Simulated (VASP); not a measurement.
```
Cu
1.0
    2.36171     0.00000     0.00000
    0.00000     2.36171     0.00000
    0.00000     0.00000     2.36171
Cu
1
Direct
  0.00000   0.00000   0.00000
```

Level of theory: PBE GGA, VASP's PBE PAW potentials (set 64) (plane waves; VASP). Numerical set-up: 400 eV cut-off, 14×14×14 Γ-centred mesh, first-order Methfessel-Paxton smearing of 0.10 eV, potentials Cu.

Q: Give the stress tensor in GPa (positive for a compressed cell).

A: 
```
6.49  0.00  0.00
0.00  6.49  0.00
0.00  0.00  6.49
```
The pressure is its mean diagonal, 6.49 GPa.

The structure was generated: Cu was put into the simple-cubic type (Pm-3m), which need not be its known phase. The cell was not relaxed at this level.
